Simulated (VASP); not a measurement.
```yaml
crystal:
  lattice:
    - [4.04128, 0.00000, 0.00000]
    - [-2.02064, 3.49985, 0.00000]
    - [0.00000, 0.00000, 6.77500]
  atoms:
    - { symbol: Na, position: [0.33333, 0.66667, 0.97445] }
    - { symbol: Li, position: [0.66667, 0.33333, 0.66490] }
    - { symbol: Cd, position: [0.00000, 0.00000, 0.37917] }
    - { symbol: S, position: [0.66667, 0.33333, 0.23778] }
    - { symbol: S, position: [0.00000, 0.00000, 0.74370] }
```

These are LDA (Ceperley-Alder, Perdew-Zunger), VASP's LDA PAW potentials (set 64) (plane waves; VASP 6.6.1) values and carry that method's errors. Run with 520 eV cut-off, 7×7×4 Γ-centred mesh, tetrahedra with Blöchl corrections, potentials Na_pv Li_sv Cd S.

### Question
Predict the energy per atom (σ→0).

### Answer

```
Property                        Value
---------------------  --------------
energy per atom (σ→0)  -3.909 eV/atom
```

Total energies compare only between runs with the same potentials, cut-off and functional.

The structure comes from a computed database's NaLiCdS2 entry (P3m1); how it stands against other phases isn't given here. It was relaxed first, which changed the volume by -9 %.
